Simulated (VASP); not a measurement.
# Te3As (I4/mmm) in VASP: further runs

Runs on Te3As. Level: PBE. Tasks: single point, relaxation of cell and atoms.

All numbers are computed with VASP 6.6.1; they aren't measurements. Logs are shortened: lines on timing, memory, paths and dates and some standing lists are left out, and cuts for length are marked.

### 1 The crystal as given

It takes space group I4/mmm (No. 139, tetragonal). The conventional cell has a = 4.754 Å, b = 4.754 Å, c = 10.619 Å, α = 90.00°, β = 90.00°, γ = 90.00°. Te (site symmetry 4/mmm) is surrounded by 4 As at 3.36 Å and 8 Te at 3.56 Å. Te (site symmetry -4m2) has 8 Te at 3.36 to 3.56 Å and 4 As at 3.56 Å as nearest neighbours. As (site symmetry 4/mmm) is surrounded by 12 Te at 3.36 to 3.56 Å.

The cell was built by a generator and needn't be a form met in nature.

### 2 Single point, PBE

INCAR

```
SYSTEM = Te3As
PREC = Accurate
ENCUT = 520
EDIFF = 1E-7
ISMEAR = 0
SIGMA = 0.1
LREAL = .False.
LASPH = .True.
NELM = 100
ALGO = Normal
ISIF = 2
LWAVE = .False.
LCHARG = .True.
GGA = PE
LELF = .True.
LVHAR = .True.
NBANDS = 20
```

KPOINTS

```
regular mesh
0
Gamma
  6 6 6
  0 0 0
```

POSCAR

```
Te3As
1.0
   -2.3769403517      2.3769403517      5.3095290974
    2.3769403517     -2.3769403517      5.3095290974
    2.3769403517      2.3769403517     -5.3095290974
Te As
3 1
Direct
    0.5000000000      0.5000000000      0.0000000000
    0.2500000000      0.7500000000      0.5000000000
    0.7500000000      0.2500000000      0.5000000000
    0.0000000000      0.0000000000      0.0000000000
```

Potentials or basis: VASP PAW PBE potentials, release 64 (Te, As).

Launch:

```console
cat potpaw_PBE.64/Te/POTCAR potpaw_PBE.64/As/POTCAR > POTCAR
mpirun -np 1 vasp_std > vasp.out
```

OUTCAR:

```text
SYSTEM = Te3As
   PREC = Accurate
   ENCUT = 520
   EDIFF = 1E-7
   ISMEAR = 0
   LREAL = .False.
   LASPH = .True.
   NELM = 100
   ISIF = 2
   GGA = PE

 ion  position               nearest neighbor table
   1  0.500  0.500  0.000-   2 3.56   3 3.56   2 3.56   3 3.56   2 3.56   3 3.56   2 3.56   3 3.56

   2  0.250  0.750  0.500-   3 3.36   3 3.36   3 3.36   3 3.36   1 3.56   1 3.56   1 3.56   1 3.56

   3  0.750  0.250  0.500-   2 3.36   2 3.36   2 3.36   2 3.36   1 3.56   1 3.56   1 3.56   1 3.56

   4  0.000  0.000  0.000-

  LATTYP: Found a body centered tetragonal cell.
 ALAT       =     4.7538807034
 C/A-ratio  =     2.2337662338

  Lattice vectors:

 A1 = (  -2.3769403517,   2.3769403517,   5.3095290974)
 A2 = (   2.3769403517,  -2.3769403517,   5.3095290974)
 A3 = (   2.3769403517,   2.3769403517,  -5.3095290974)

Analysis of symmetry for initial positions (statically):
=====================================================================
 Subroutine PRICEL returns:
 Original cell was already a primitive cell.

 Routine SETGRP: Setting up the symmetry group for a
 body centered tetragonal supercell.

 Subroutine GETGRP returns: Found 16 space group operations
 (whereof 16 operations were pure point group operations)
 out of a pool of 16 trial point group operations.

The static configuration has the point symmetry D_4h.

Analysis of symmetry for dynamics (positions and initial velocities):
=====================================================================
 Subroutine PRICEL returns:
 Original cell was already a primitive cell.

 Routine SETGRP: Setting up the symmetry group for a
 body centered tetragonal supercell.

 Subroutine GETGRP returns: Found 16 space group operations
 (whereof 16 operations were pure point group operations)
 out of a pool of 16 trial point group operations.

The dynamic configuration has the point symmetry D_4h.

 Subroutine INISYM returns: Found 16 space group operations
 (whereof 16 operations are pure point group operations),
 and found     1 'primitive' translations

----------------------------------------------------------------------------------------

                                     Primitive cell

  volume of cell :     119.9921

  direct lattice vectors                    reciprocal lattice vectors
    -2.376940352  2.376940352  5.309529097     0.000000000  0.210354458  0.094170310
     2.376940352 -2.376940352  5.309529097     0.210354458  0.000000000  0.094170310
     2.376940352  2.376940352 -5.309529097     0.210354458  0.210354458  0.000000000

  length of vectors
     6.284169803  6.284169803  6.284169803     0.230471355  0.230471355  0.297486128

  position of ions in fractional coordinates (direct lattice)
     0.500000000  0.500000000  0.000000000
     0.250000000  0.750000000  0.500000000
     0.750000000  0.250000000  0.500000000
     0.000000000  0.000000000  0.000000000

  ion indices of the primitive-cell ions
   primitive index   ion index
                 1           1
                 2           2
                 3           3
                 4           4

----------------------------------------------------------------------------------------

 KPOINTS: regular mesh

Automatic generation of k-mesh.
 Grid dimensions read from file:
 generate k-points for:    6    6    6

 Generating k-lattice:

  Cartesian coordinates                     Fractional coordinates (reciprocal lattice)
     0.000000000  0.035059076  0.015695052     0.166666667  0.000000000  0.000000000
     0.035059076  0.000000000  0.015695052     0.000000000  0.166666667  0.000000000
     0.035059076  0.035059076  0.000000000     0.000000000  0.000000000  0.166666667

  Length of vectors
     0.038411892  0.038411892  0.049581021

  Shift w.r.t. Gamma in fractional coordinates (k-lattice)
     0.000000000  0.000000000  0.000000000

 Subroutine IBZKPT returns following result:
 ===========================================

 Found     30 irreducible k-points:

 Following reciprocal coordinates:
            Coordinates               Weight
  0.000000  0.000000  0.000000      1.000000
  0.166667  0.000000 -0.000000      8.000000
  0.333333 -0.000000  0.000000      8.000000
  0.500000  0.000000 -0.000000      4.000000
  0.166667  0.166667  0.000000      8.000000
  0.333333  0.166667  0.000000     16.000000
[... 16 lines left out ...]
 -0.333333 -0.333333  0.166667      8.000000
 -0.166667 -0.333333  0.166667      8.000000
 [... further k-points ...]
   k-points           NKPTS =     30   k-points in BZ     NKDIM =     30   number of bands    NBANDS=     20
   number of dos      NEDOS =    301   number of ions     NIONS =      4
   total plane-waves  NPLWV = 110592
   dimension x,y,z NGX =    48 NGY =   48 NGZ =   48
   dimension x,y,z NGXF=    96 NGYF=   96 NGZF=   96
   ions per type =               3   1
   NGX,Y,Z   is equivalent  to a cutoff of  12.70, 12.70, 12.70 a.u.
   NGXF,Y,Z  is equivalent  to a cutoff of  25.40, 25.40, 25.40 a.u.
 SYSTEM =  Te3As
   PREC   = accura    normal or accurate (medium, high low for compatibility)
   ISTART =      0    job   : 0-new  1-cont  2-samecut
   ICHARG =      2    charge: 1-file 2-atom 10-const
   ISPIN  =      1    spin polarized calculation?
   LNONCOLLINEAR =      F non collinear calculations
   LSORBIT =      F    spin-orbit coupling
   LASPH  =      T    aspherical Exc in radial PAW
   ENCUT  =  520.0 eV  38.22 Ry    6.18 a.u.  11.68 11.68 11.68*2*pi/ulx,y,z
   NELM   =    100;   NELMIN=  2; NELMDL= -5     # of ELM steps
   EDIFF  = 0.1E-06   stopping-criterion for ELM
   LREAL  =      F    real-space projection
   EDIFFG = 0.1E-05   stopping-criterion for IOM
   NSW    =      0    number of steps for IOM
   IBRION =     -1    ionic relax: 0-MD 1-quasi-New 2-CG
   NFREE  =      0    steps in history (QN), initial steepest desc. (CG)
   ISIF   =      2    stress and relaxation
   ISYM   =      2    0-nonsym 1-usesym 2-fastsym
   POTIM  = 0.5000    time-step for ionic-motion
   TEBEG  =    0.0;   TEEND  =   0.0 temperature during run
   PSTRESS=    0.0 pullay stress
   NELECT =      23.0000    total number of electrons
   NUPDOWN=      -1.0000    fix difference up-down
   EMIN   =  10.00;   EMAX   =-10.00  energy-range for DOS
   EFERMI =   0.00;   METHOD = LEGACY
   ISMEAR =     0;   SIGMA  =   0.10  broadening in eV -4-tet -1-fermi 0-gaus
   EFERMI_NEDOS =   21; number of points for ismear=-14 and -15
   IALGO  =     38    algorithm
   IMIX   =      4    mixing-type and parameters
     AMIX     =   0.40;   BMIX     =  1.00
     AMIX_MAG =   1.60;   BMIX_MAG =  1.00
  volume/ion in A,a.u.               =      30.00       202.44
  Fermi-wavevector in a.u.,A,eV,Ry     =   0.943916  1.783742 12.122479  0.890977
  Thomas-Fermi vector in A             =   2.071670
   LORBIT       =      0    0 simple, 1 ext, 2 COOP (PROOUT), +10 PAW based schemes
   GGA     = PE    functional components
   LHFCALC =     F    Hartree Fock is set to
   AEXX    =    0.0000 exact exchange contribution
   IVDW    =     0    specifies the selected vdW correction
   LEPSILON=     F    determine dielectric tensor
   LRPA    =     F    only Hartree local field effects (RPA)
 non-spin polarized calculation
 Gauss-broadening in eV      SIGMA  =   0.10
  energy-cutoff  :      520.00
  volume of cell :      119.99
 maximum number of plane-waves:      3268
   NGX = 23   NGY = 23   NGZ = 23

 number of electron      22.9999999 magnetization

 Free energy of the ion-electron system (eV)
  ---------------------------------------------------
  ext. energy  EPLUGINS =         0.00000000
  ---------------------------------------------------
  free energy    TOTEN  =       -11.81057976 eV

  energy without entropy =      -11.79524572  energy(sigma->0) =      -11.80291274

 E-fermi :   5.8990     XC(G=0):  -9.6122

 val. band max:        5.8971551330   @ k =  -0.3333   0.5000   0.1667
 cond. band min:       5.9022064155   @ k =  -0.1667   0.5000   0.1667
 fundamental gap:      0.0050512825
 Fermi energy:         5.8989587527

 k-point     1 :       0.0000    0.0000    0.0000
  band No.  band energies     occupation
      1      -7.2432      2.00000
      2      -4.3969      2.00000
      3      -3.5950      2.00000
      4      -3.2658      2.00000
      5       0.9762      2.00000
      6       2.4025      2.00000
[... 12 lines left out ...]
     19      12.3861      0.00000
     20      12.9414      0.00000

 k-point     2 :       0.1667    0.0000   -0.0000
  band No.  band energies     occupation
      1      -7.0590      2.00000
      2      -4.4153      2.00000
      3      -3.8687      2.00000
      4      -3.4731      2.00000
      5       1.2751      2.00000
      6       2.3157      2.00000
[... 12 lines left out ...]
     19      12.3237      0.00000
     20      12.4797      0.00000

 k-point     3 :       0.3333   -0.0000    0.0000
  band No.  band energies     occupation
      1      -6.5222      2.00000
      2      -4.6982      2.00000
      3      -4.3741      2.00000
      4      -3.8438      2.00000
      5       1.9559      2.00000
      6       2.6237      2.00000
[... 12 lines left out ...]
     19      13.4488      0.00000
     20      13.6746      0.00000

 k-point     4 :       0.5000    0.0000   -0.0000
  band No.  band energies     occupation
      1      -5.7940      2.00000
      2      -5.5595      2.00000
      3      -4.3539      2.00000
      4      -4.0293      2.00000
      5       2.2883      2.00000
      6       2.7307      2.00000
[... 429 lines left out ...]
 k-point    23 :      -0.3333   -0.3333    0.1667
  band No.  band energies     occupation
      1      -6.4954      2.00000
      2      -5.1827      2.00000
      3      -4.0979      2.00000
      4      -3.7018      2.00000
      5       1.8634      2.00000
      6       2.2463      2.00000
[... 12 lines left out ...]
     19      12.0191      0.00000
     20      12.6276      0.00000

 k-point    24 :      -0.1667   -0.3333    0.1667
  band No.  band energies     occupation
      1      -6.8298      2.00000
      2      -4.9445      2.00000
      3      -3.9361      2.00000
      4      -3.4575      2.00000
      5       1.9714      2.00000
      6       2.1569      2.00000
[... 12 lines left out ...]
     19      12.1010      0.00000
     20      12.1413      0.00000

 [... further k-points ...]

------------------------ aborting loop because EDIFF is reached ----------------------------------------

  FORCE on cell =-STRESS in cart. coord.  units (eV):
  Direction    XX          YY          ZZ          XY          YZ          ZX
  --------------------------------------------------------------------------------------
  -------------------------------------------------------------------------------------
  Total       -4.9404647     -4.9404647     -3.4086330      0.0000000      0.0000000      0.0000000
  in kB      -65.9668605    -65.9668605    -45.5132938      0.0000000      0.0000000      0.0000000
  external PRESSURE =     -59.1490050 kB  Pullay stress =       0.0000000 kB

 VOLUME and BASIS-vectors are now :
 -----------------------------------------------------------------------------
  energy-cutoff  :      520.00
  volume of cell :      119.99
      direct lattice vectors                 reciprocal lattice vectors
    -2.376940352  2.376940352  5.309529097     0.000000000  0.210354458  0.094170310
     2.376940352 -2.376940352  5.309529097     0.210354458  0.000000000  0.094170310
     2.376940352  2.376940352 -5.309529097     0.210354458  0.210354458  0.000000000

 POSITION                                       TOTAL-FORCE (eV/Angst)
 -----------------------------------------------------------------------------------
      0.00000      0.00000      5.30953         0.000000     -0.000000     -0.000000
      2.37694      0.00000      2.65476         0.000000     -0.000000     -0.000000
      0.00000      2.37694      2.65476        -0.000000      0.000000      0.000000
      0.00000      0.00000      0.00000         0.000000     -0.000000     -0.000000
 -----------------------------------------------------------------------------------
    total drift:                                0.000000     -0.000000      0.000000

  FREE ENERGIE OF THE ION-ELECTRON SYSTEM (eV)
  ---------------------------------------------------
  free  energy   TOTEN  =       -11.8105797634 eV

  energy  without entropy=      -11.7952457164  energy(sigma->0) =      -11.80291274
```

Run time: 99 s. Hardware: 1 thread of AMD EPYC 7R13 (Zen 3), shared host; peak memory 0.31 GiB.

What came out:

| Item | Value |
| --- | --- |
| Free energy | -11.8106 eV |
| Pressure | -5.9 GPa |
| Band gap on the k mesh | none (metal or under the smearing width) |

Spin-orbit coupling is left out, which matters for the levels of Te.

### 3 Single point, PBE

This run uses another cell than the first one, of 26.08 Å³/atom, 0.869 times its volume.

INCAR

```
SYSTEM = Te3As
PREC = Accurate
ENCUT = 520
EDIFF = 1E-6
ISMEAR = 0
SIGMA = 0.1
LREAL = .FALSE.
LASPH = .TRUE.
NELM = 100
ALGO = Normal
ISIF = 2
LWAVE = .FALSE.
LCHARG = .FALSE.
GGA = PE
NBANDS = 20
```

KPOINTS

```
regular mesh
0
G
  6 6 6
  0 0 0
```

POSCAR

```
Te3As
1.0
   -2.2462807362      2.2462807362      5.1676980598
    2.2462807362     -2.2462807362      5.1676980598
    2.2462807362      2.2462807362     -5.1676980598
Te As
3 1
Direct
    0.5000000000      0.5000000000      0.0000000000
    0.2500000000      0.7500000000      0.5000000000
    0.7500000000      0.2500000000      0.5000000000
    0.0000000000      0.0000000000      0.0000000000
```

Potentials or basis: VASP PAW PBE potentials, release 64 (Te, As).

Launch:

```console
cat potpaw_PBE.64/Te/POTCAR potpaw_PBE.64/As/POTCAR > POTCAR
mpirun -np 1 vasp_std > vasp.out
```

It took 92 s on 1 thread of AMD EPYC 7R13 (Zen 3), shared host; peak memory 0.3 GiB.

The run converged. Its results:

- Free energy: -12.1556 eV
- Pressure: 0.2 GPa
- Band gap on the k mesh: none (metal or under the smearing width)

Stress tensor (GPa, compression positive):
```
0.22 0.00 0.00
0.00 0.22 0.00
0.00 0.00 0.09
```

Levels at points of the mesh, in eV from the Fermi level:
```
           k point  band 10  band 11  band 12  band 13  band 14  band 15
(0.00, 0.00, 0.00)    -1.51    -1.37     0.55     0.55     3.22     3.60
(0.50, 0.00, 0.00)    -1.63    -1.09    -0.72    -0.69    -0.43     1.74
(0.50, 0.50, 0.00)    -2.17     1.05     1.06     3.02     3.10     3.17
(0.50, 0.50, 0.50)    -1.42    -0.54    -0.19     1.56     1.56     1.92
```

The run has no spin-orbit coupling, so splittings on Te are missing.

### 4 Relaxation of cell and atoms, PBE

INCAR

```
SYSTEM = Te3As
ALGO = Normal
EDIFF = 1E-6
EDIFFG = -0.04
ENCUT = 600
GGA = PE
IBRION = 2
ISIF = 3
ISMEAR = 0
LASPH = .TRUE.
LCHARG = .FALSE.
LREAL = .FALSE.
LWAVE = .FALSE.
NELM = 100
NSW = 90
PREC = Accurate
SIGMA = 0.1
```

KPOINTS

```
k-points
0
G
  6 6 6
  0 0 0
```

POSCAR

```
Te3As
1.0
   -2.3769403517      2.3769403517      5.3095290974
    2.3769403517     -2.3769403517      5.3095290974
    2.3769403517      2.3769403517     -5.3095290974
Te As
3 1
Direct
    0.5000000000      0.5000000000      0.0000000000
    0.2500000000      0.7500000000      0.5000000000
    0.7500000000      0.2500000000      0.5000000000
    0.0000000000      0.0000000000      0.0000000000
```

Launch:

```console
cat potpaw_PBE.64/Te/POTCAR potpaw_PBE.64/As/POTCAR > POTCAR
mpirun -np 1 vasp_std > vasp.out
```

Wall time 4.9 min (1 thread of AMD EPYC 7R13 (Zen 3), shared host); peak memory 0.37 GiB.

The run converged. Its results:

| Item | Value |
| --- | --- |
| Free energy | -12.1558 eV |
| Relaxed volume | 26.16 Å³/atom |
| Relaxed cell | a = 6.052 Å, b = 6.052 Å, c = 6.052 Å, α = 136.24°, β = 136.24°, γ = 63.61° |
| Space group after relaxing (to 0.05 Å) | I4/mmm (No. 139) |
| Energy gained by relaxing | 86.3 meV/atom |
| Ionic steps | 5 |
| Pressure after relaxing | -0.1 GPa |
| Band gap on the k mesh | none (metal or under the smearing width) |

Stress tensor (GPa, compression positive):
```
-0.24  0.00  0.00
 0.00 -0.24  0.00
 0.00  0.00  0.11
```

The path:
```
step  energy change (eV)  largest force (eV/Å)  pressure (GPa)  volume (Å³)
   1              0.0000                0.0000           -5.93       119.99
   2             -0.3317                0.0000            1.67       101.72
   3             -0.3445                0.0000            0.05       104.27
   4             -0.3443                0.0000           -0.12       104.57
   5             -0.3452                0.0000           -0.12       104.64
```

Final structure:
```yaml
crystal:
  lattice:
    - [-2.25538, 2.25538, 5.14281]
    - [2.25538, -2.25538, 5.14281]
    - [2.25538, 2.25538, -5.14281]
  atoms:
    - { symbol: Te, position: [0.50000, 0.50000, 0.00000] }
    - { symbol: Te, position: [0.25000, 0.75000, 0.50000] }
    - { symbol: Te, position: [0.75000, 0.25000, 0.50000] }
    - { symbol: As, position: [0.00000, 0.00000, 0.00000] }
```

Levels at points of the mesh, in eV from the Fermi level:
```csv
k point,band 7,band 8,band 9,band 10,band 11,band 12,band 13,band 14,band 15
"(0.00, 0.00, 0.00)",-4.16,-3.45,-3.45,-1.54,-1.40,0.47,0.47,3.23,3.57
"(0.50, 0.00, 0.00)",-3.10,-2.80,-1.95,-1.64,-1.04,-0.69,-0.68,-0.42,1.74
"(0.50, 0.50, 0.00)",-4.74,-3.98,-2.47,-2.16,1.11,1.12,2.92,3.01,3.08
"(0.50, 0.50, 0.50)",-1.71,-1.52,-1.52,-1.37,-0.56,-0.20,1.50,1.50,1.85
```

Spin-orbit coupling is left out, which matters for the levels of Te.

### 5 Overview

| task | cell | cutoff (eV) | gap on the mesh (eV) | pressure (GPa) |
| --- | --- | --- | --- | --- |
| single point | I4/mmm, 30.0 Å³/atom | 520 | none | -5.9 |
| single point | I4/mmm, 26.08 Å³/atom | 520 | none | 0.2 |
| relaxation of cell and atoms | relaxed | 600 | none | -0.1 |

Alike in all rows: level PBE; potentials or basis VASP PAW PBE potentials, release 64 (Te, As); no spin polarisation; k mesh 6 × 6 × 6; smearing gaussian 0.1 eV.

Absolute energies hang on the potentials; compare differences alone.
